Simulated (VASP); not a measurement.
Input:

```yaml
crystal:
  lattice:
    - [0.00000, 2.50530, 2.50530]
    - [2.50530, 0.00000, 2.50530]
    - [2.50530, 2.50530, 0.00000]
  atoms:
    - { symbol: Li, position: [0.00000, 0.00000, 0.00000] }
    - { symbol: Cl, position: [0.50000, 0.50000, 0.50000] }
```

All values below come from LDA (Ceperley-Alder, Perdew-Zunger), VASP's LDA PAW potentials (set 64) (plane waves; VASP). Run with 520 eV cut-off, 9×9×9 Γ-centred mesh, Gaussian smearing of 0.050 eV, potentials Li_sv Cl.

Question: Give the stress tensor in GPa (positive for a compressed cell).

Answer: 
```
-1.15   0.00   0.00
 0.00  -1.15   0.00
 0.00   0.00  -1.15
```
The pressure is its mean diagonal, -1.15 GPa.

The compound is LiCl in the rock salt structure. This cell is one point of a volume scan, at 1.03 of the reference volume.
